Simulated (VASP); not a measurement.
## PrCuSn (space group P6_3/mmc): computed properties

Level of theory: PBEsol GGA, VASP's PBE PAW potentials (set 64) (plane waves; VASP 6.6.1).

```json
{
  "space_group": "P6_3/mmc (194)",
  "cell": "a = b = 4.5131 Å, c = 7.8680 Å, α = β = 90.00°, γ = 120.00°",
  "volume_per_atom": "23.13 Å³/atom",
  "band gap (over mesh and band path)": "none (metal, semimetal or under 0.01 eV)",
  "density": "7.73 g/cm³"
}
```

```cif
data_Cu2Pr2Sn2
_chemical_formula_sum 'Pr2 Cu2 Sn2'
_space_group_name_H-M_alt 'P 1'
_space_group_IT_number 1
_cell_length_a 4.51314
_cell_length_b 4.51314
_cell_length_c 7.86800
_cell_angle_alpha 90.000
_cell_angle_beta 90.000
_cell_angle_gamma 120.000
loop_
_space_group_symop_operation_xyz
  'x, y, z'
loop_
_atom_site_label
_atom_site_type_symbol
_atom_site_fract_x
_atom_site_fract_y
_atom_site_fract_z
_atom_site_occupancy
Pr1 Pr 0.00000 0.00000 0.50000 1
Pr2 Pr 0.00000 0.00000 0.00000 1
Cu1 Cu 0.33333 0.66667 0.25000 1
Cu2 Cu 0.66667 0.33333 0.75000 1
Sn1 Sn 0.33333 0.66667 0.75000 1
Sn2 Sn 0.66667 0.33333 0.25000 1
```

The 4f electrons are frozen in the core of the lanthanide potential, so 4f levels, which can set the real gap, and their magnetism are missing. Unless said otherwise, spin-orbit coupling is left out, though it shifts the bands of the heavy elements here.

The structure comes from a computed database's PrCuSn entry (P6_3/mmc); how it stands against other phases isn't given here. It was relaxed first. Symmetry was kept, so distortions that lower it aren't found.
